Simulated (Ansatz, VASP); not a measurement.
# Zn24Sb8HN24 (H transfer from N to N) in two plane-wave programs

Aim: how closely do two programs agree when they are given the same cell, functional and k mesh? The cell is taken from a series of runs on this material, whose earlier steps may have relaxed, scaled, displaced or heated it; both programs get it as it stands.

Method: plane waves, with VASP 6.6.1 beside it; single point at PBEsol, in Ansatz 0.2.0.

## Step 1: Set-up

The cell holds 57 atoms: 24 Zn, 8 Sb, 24 N and 1 H. Its edges and angles: a = 9.402 Å, b = 9.402 Å, c = 11.075 Å, α = 114.5°, β = 114.5°, γ = 88.1°. It derives from Zn3SbN3 (Zn3SbN3 (Cm)). Nearest the centre at fractional (0.412, 0.412, 0.350): H57 at 0.79 Å, N40 at 1.56 Å, Sb25 at 1.78 Å, N45 at 1.80 Å, Zn3 at 2.43 Å, Zn8 at 2.61 Å, Zn2 at 2.62 Å, N56 at 2.78 Å.

As a file:

```xyz
57
Lattice="6.7597 -6.5343 0.0061 6.7597 6.5343 0.0061 -6.3964 0.0000 9.0407" Properties=species:S:1:pos:R:3 pbc="T T T"
Zn   -0.3920   -0.0088    3.9920
Zn    1.5160   -1.5306    2.0569
Zn    1.5815    1.4110    2.2290
Zn   -3.5891    0.0101    8.5226
Zn   -1.6013   -1.4286    6.7022
Zn   -1.5788    1.4576    6.7188
Zn    2.9399    3.3382    4.0173
Zn    4.9246    1.8580    2.2654
Zn    4.9481    4.7214    2.2028
Zn   -0.2419    3.2796    8.5665
Zn    1.7812    1.8513    6.7225
Zn    1.7738    4.7354    6.7651
Zn    3.0027   -3.1814    3.9283
Zn    4.9860   -4.7776    2.1662
Zn    5.1809   -1.9666    1.9993
Zn   -0.1478   -3.2746    8.4126
Zn    1.8484   -4.7417    6.6254
Zn    1.7992   -1.8464    6.6898
Zn    6.2233    0.0008    4.0050
Zn    8.3540   -1.3911    2.2212
Zn    8.3432    1.4575    2.2057
Zn    3.1663    0.0132    8.5275
Zn    5.1504   -1.4381    6.7358
Zn    5.1956    1.4840    6.7415
Sb    2.9782    0.2774    4.8912
Sb    6.3659    0.0003    0.0156
Sb    6.5624    3.2748    4.5494
Sb    9.7785    3.2549    0.0353
Sb    6.5110   -3.2436    4.5688
Sb    9.7059   -3.2710    0.0328
Sb    9.9249    0.0580    4.5668
Sb   13.1156    0.0465    0.0134
N    -0.0718    1.7457    3.2096
N    -0.0758   -1.7408    3.1532
N     1.4498    0.0270    0.8608
N    -3.2454    1.7420    7.6986
N    -3.2440   -1.7262    7.7137
N    -1.7264    0.0216    5.3899
N     3.3054    5.0505    3.1995
N     3.2644    1.5524    3.2724
N     4.7981    3.2587    0.9081
N     0.0981    5.0065    7.7334
N     0.1213    1.5639    7.7283
N     1.6078    3.3407    5.4173
N     3.3721   -1.7362    2.6993
N     3.3194   -4.9737    3.1658
N     4.9242   -3.4231    0.7568
N     0.1396   -1.5098    7.6583
N     0.1890   -5.0179    7.6206
N     1.6926   -3.2538    5.3375
N     6.6694    1.7226    3.2002
N     6.6912   -1.7097    3.2012
N     8.2208    0.0164    0.8765
N     3.5263    1.7448    7.7148
N     3.4879   -1.7302    7.7193
N     4.9309    0.0253    5.4464
H     3.4575   -0.7561    3.0028
```

## Step 2: Ansatz: single point, PBEsol

Ansatz runs on its default PAW (the set named soft_2) files.

With cell and atoms fixed, the geometry can't cause a difference; cores, projectors, grids and the points listed under the comparison can.

File input.yaml:

```yaml
crystal:
  lattice:
    - [6.75971426, -6.53433939, 0.00612541]
    - [6.75971426, 6.53433939, 0.00612541]
    - [-6.39637934, 0.0, 9.04065438]
  atoms:
    - { symbol: Zn, position: [0.1804771, 0.17913549, 0.44131767] }
    - { symbol: Zn, position: [0.33675851, 0.10251458, 0.22722186] }
    - { symbol: Zn, position: [0.12551093, 0.34144581, 0.24623111] }
    - { symbol: Sb, position: [0.45473465, 0.49718183, 0.54037481] }
    - { symbol: "N", position: [0.02897377, 0.29612982, 0.35479893] }
    - { symbol: "N", position: [0.29251136, 0.02610672, 0.34856344] }
    - { symbol: "N", position: [0.15012036, 0.15425169, 0.09500882] }
    - { symbol: Zn, position: [0.17964476, 0.18119072, 0.94244943] }
    - { symbol: Zn, position: [0.34147555, 0.1228412, 0.74103001] }
    - { symbol: Zn, position: [0.12315391, 0.3462217, 0.7428617] }
    - { symbol: Sb, position: [0.47136364, 0.47141416, 1.00109155] }
    - { symbol: "N", position: [0.02943746, 0.29603412, 0.85133701] }
    - { symbol: "N", position: [0.29570718, 0.03154042, 0.85300294] }
    - { symbol: "N", position: [0.15261953, 0.15592109, 0.59597541] }
    - { symbol: Zn, position: [0.17198625, 0.68285992, 0.44378319] }
    - { symbol: Zn, position: [0.3403396, 0.62468103, 0.24992787] }
    - { symbol: Zn, position: [0.11969445, 0.84224757, 0.24300596] }
    - { symbol: Sb, position: [0.47244432, 0.97360819, 0.50223098] }
    - { symbol: "N", position: [0.02521672, 0.79812588, 0.35334367] }
    - { symbol: "N", position: [0.29366394, 0.53123843, 0.36140808] }
    - { symbol: "N", position: [0.15282263, 0.65152673, 0.09990412] }
    - { symbol: Zn, position: [0.17918796, 0.68109686, 0.94697422] }
    - { symbol: Zn, position: [0.34158967, 0.62490673, 0.74292716] }
    - { symbol: Zn, position: [0.12258884, 0.84728073, 0.74764355] }
    - { symbol: Sb, position: [0.47561558, 0.97373766, 1.00291859] }
    - { symbol: "N", position: [0.02860752, 0.79479621, 0.85484657] }
    - { symbol: "N", position: [0.29348882, 0.53282049, 0.85427627] }
    - { symbol: "N", position: [0.1465502, 0.65779947, 0.59867295] }
    - { symbol: Zn, position: [0.67084556, 0.18396927, 0.43393714] }
    - { symbol: Zn, position: [0.8474318, 0.11627574, 0.23895259] }
    - { symbol: Zn, position: [0.63801762, 0.33704966, 0.22048069] }
    - { symbol: Sb, position: [0.96844259, 0.47204486, 0.50438574] }
    - { symbol: "N", position: [0.5232884, 0.25758289, 0.29804075] }
    - { symbol: "N", position: [0.79152446, 0.03035721, 0.34961709] }
    - { symbol: "N", position: [0.66551086, 0.1416536, 0.0831687] }
    - { symbol: Zn, position: [0.67961581, 0.17848251, 0.92994543] }
    - { symbol: Zn, position: [0.84596959, 0.12030718, 0.73218932] }
    - { symbol: Zn, position: [0.62415193, 0.34158942, 0.73931288] }
    - { symbol: Sb, position: [0.96947851, 0.46888577, 1.0026551] }
    - { symbol: "N", position: [0.52637702, 0.29531567, 0.84653979] }
    - { symbol: "N", position: [0.79648695, 0.02856295, 0.84236914] }
    - { symbol: "N", position: [0.6532371, 0.15528933, 0.58983847] }
    - { symbol: Zn, position: [0.66942772, 0.66955078, 0.44209549] }
    - { symbol: Zn, position: [0.84013415, 0.62725012, 0.24469133] }
    - { symbol: Zn, position: [0.62056458, 0.84362083, 0.24298782] }
    - { symbol: Sb, position: [0.96805097, 0.97693359, 0.50382235] }
    - { symbol: "N", position: [0.52856502, 0.79218888, 0.35308851] }
    - { symbol: "N", position: [0.79286811, 0.53121248, 0.35319311] }
    - { symbol: "N", position: [0.65226998, 0.65477778, 0.09606844] }
    - { symbol: Zn, position: [0.67902288, 0.68104254, 0.94231433] }
    - { symbol: Zn, position: [0.84304185, 0.62295581, 0.74406237] }
    - { symbol: Zn, position: [0.6230877, 0.85018898, 0.74468985] }
    - { symbol: Sb, position: [0.96665236, 0.97376871, 1.00016541] }
    - { symbol: "N", position: [0.53063297, 0.79765552, 0.85244778] }
    - { symbol: "N", position: [0.79393297, 0.52915079, 0.85294674] }
    - { symbol: "N", position: [0.64739803, 0.6512699, 0.60155208] }
    - { symbol: H, position: [0.47047523, 0.3547691, 0.33158635] }
basis:
  ecutwfc: 420
  xc_grid: 2
hamiltonian:
  xc: pbesol
kpoints:
  mp_grid: { grid: [2, 2, 2], shift: [0.5, 0.5, 0.5] }
magnetization:
  spin_polarized: true
  initial_magnetization: 1
  spin_locking: { lock_magnetization: hard }
scf:
  occupations: { method: fixed }
  max_iter: 120
output:
  forces: true
  eigenvalues: true
checkpoint:
  write: "../q0_M1.start.mesh.run"
  compress: false
  write_wavefunctions: false
  write_every: 100000
```

Command:

```bash
> ansatz run input.yaml --threads 32 --pin off --max-ram 84787MiB --backend cuda --events-out ev --progress --plain --runs-dir out --max-vram 78GiB
```

Numbers of over 12 decimals in the logs are rounded to 6 here.

Log:

```text
Engine: ansatz 0.2.0, aarch64-unknown-linux-gnu
Pseudopotentials: kind: paw
Pseudopotential: Zn, paw, valence charge 12, recommended cutoff 420 eV (normal), Zn.paw.azcp
Pseudopotential: Sb, paw, valence charge 15, recommended cutoff 420 eV (normal), Sb.paw.azcp
Pseudopotential: N, paw, valence charge 5, recommended cutoff 420 eV (normal), N.paw.azcp
Pseudopotential: H, paw, valence charge 1, recommended cutoff 420 eV (normal), H.paw.azcp
Functional definition: PBEsol
  exchange = pbesol_x
  correlation = pbesol_c
[...]
Crystal: 57 atoms, lattice volume = 799.168 Å³
Basis set: ecut = 420 eV, 15649 PW (Γ), exchange–correlation on 128×128×150 points (8 copies of the dense FFT grid, shifted against one another)
Bands: 322, of which v1, the nominal top of the filled ones, is band 265 counted from 1 (264 counted from 0)
Symmetry: 1 space group operations
Space group: P1 (ITA 1), of the structure as read, at distance tolerance 9.3e-5 Å
Magnetic group: BNS 1.1 (UNI 1), of the structure as read, at distance tolerance 9.3e-5 Å
k-points: 4 of 8 (time reversal used)
Non-local potential: Zn, projectors of the file, l = 0: 2, l = 1: 2, l = 2: 3, l = 3: 1
Non-local potential: Sb, projectors of the file, l = 0: 2, l = 1: 2, l = 2: 2, l = 3: 2
Non-local potential: N, projectors of the file, l = 0: 2, l = 1: 2, l = 2: 1
Non-local potential: H, projectors of the file, l = 0: 2, l = 1: 1
PAW form: soft (Blöchl's): semilocal exchange-correlation on the pseudo side does not see the compensation charge
PAW frozen core: Zn, regenerated for the run's functional, and the local potential with it (the file was generated under x = pbe(κ = 0.804, μ = 0.219515), c = pbe(β = 0.066725))
PAW frozen core: Sb, regenerated for the run's functional, and the local potential with it (the file was generated under x = pbe(κ = 0.804, μ = 0.219515), c = pbe(β = 0.066725))
PAW frozen core: N, regenerated for the run's functional, and the local potential with it (the file was generated under x = pbe(κ = 0.804, μ = 0.219515), c = pbe(β = 0.066725))
PAW one-centre angular grid: Zn, 590 points (default); XC on 64 Gauss nodes
PAW one-centre angular grid: Sb, 590 points (default); XC on 64 Gauss nodes
PAW one-centre angular grid: N, 110 points (default); XC on 64 Gauss nodes
PAW one-centre angular grid: H, 110 points (default); XC on 64 Gauss nodes
Initial density: superposition of atomic densities (chi_scale 0.1, normalization cell, long waves kept (reshape's long-wave potential 0.07 eV rms))
Starting moments: Σ|m| = 1 μB on 57 of 57 sites
Initial wavefunctions: pseudopotential atomic-orbital guess
[...]
Functional: x = pbesol(κ = 0.804, μ = 0.123457), c = pbesol(β = 0.046)
SCF iter   1: F=—  HF=-139120.253577 eV  |F-HF|=—  |Δ(HF+E_count)|=         —  Δρ=4.10e-2 (↑3.94e-2 ↓4.10e-2)  dr2=6.75e1  dr2_m=6.39e-2  M=1.000 μB ∫|m|=1.020 μB  β_m=0.30  ethr=3.10e-3  ⟨swp⟩=5.0  Hψ=8958  notcnv=0  defer=414
preconditioner: auto → Resta (q_TF=auto, 2.547 Å⁻¹)  ε∞=5.2  [insulator: Δε(μ)=0.575 eV  Ē_g=14.727 eV  n_scr=226 (ndim 8)  ℏωp=30.2 eV  f_vac=0.005  ε∞_Penn≈5.2]
spin=Collinear: Resta preconditioning applied to the charge; magnetization (m = ρ↑ − ρ↓) channel mixes plain (no charge-response kernel on spin).
SCF iter   2: F=—  HF=-139106.729415 eV  |F-HF|=—  |Δ(HF+E_count)|=    1.35e1  Δρ=2.11e-2 (↑2.02e-2 ↓2.11e-2)  dr2=1.89e1  dr2_m=3.39e-2  M=1.000 μB ∫|m|=1.023 μB  β_m=0.43  ethr=3.10e-3  ⟨swp⟩=3.0  Hψ=4815  notcnv=0  defer=409
SCF iter   3: F=—  HF=-139101.933332 eV  |F-HF|=—  |Δ(HF+E_count)|=    4.80e0  Δρ=9.03e-3 (↑8.87e-3 ↓9.03e-3)  dr2=2.09e0  dr2_m=6.35e-3  M=1.000 μB ∫|m|=1.035 μB  β_m=0.60  ethr=3.10e-3  ⟨swp⟩=2.0  Hψ=3894  notcnv=0  defer=411
SCF iter   4: F=—  HF=-139101.532550 eV  |F-HF|=—  |Δ(HF+E_count)|=   4.01e-1  Δρ=3.56e-3 (↑3.56e-3 ↓3.53e-3)  dr2=2.65e-1  dr2_m=2.62e-4  M=1.000 μB ∫|m|=1.051 μB  β_m=0.55  ethr=3.95e-4  ⟨swp⟩=2.9  Hψ=4937  notcnv=0  defer=425
SCF iter   5: F=—  HF=-139101.485795 eV  |F-HF|=—  |Δ(HF+E_count)|=   4.68e-2  Δρ=9.76e-4 (↑9.74e-4 ↓9.76e-4)  dr2=2.58e-2  dr2_m=5.38e-5  M=1.000 μB ∫|m|=1.054 μB  β_m=0.72  ethr=5.01e-5  ⟨swp⟩=2.0  Hψ=3793  notcnv=0  defer=444
[...]
SCF 1 converged in 13 iterations: F = -139101.491627 eV  dr2 = 3.49e-8
[...]
SCF converged after 13 iterations
[...]
k-point 3 ↓: bands = ["-20.0652", "-20.0632", "-20.0428", "-20.0393", "-20.0200", "-20.0192", "-20.0188", "-20.0167", "-20.0153", "-20.0142", "-20.0121", "-20.0101", "-19.9658", "-19.9627", "-19.9456", "-19.9390", "-19.9287", "-19.9218", "-19.9208", "-19.9195", "-19.9145", "-19.9135", "-19.9127", "-19.9089", "-19.9086", "-19.9068", "-19.9060", "-19.9001", "-19.8991", "-19.8821", "-19.8803", "-19.8762", "-19.8726",  [...]
```

(Part 1 of 2 ends here.)

[Lines on the potential files, build, host, timing and source positions are cut from VASP's logs without a mark.]

[Logs are printed without paths, hosts, clocks, repeated set-up lines and the standing remarks that a program may print on its own settings, such as how far it seeks lower states.]

[Hosts, paths, dates, database ids (printed as entryN), source tags and the programs' standing remarks are cut or masked in the printed files.]
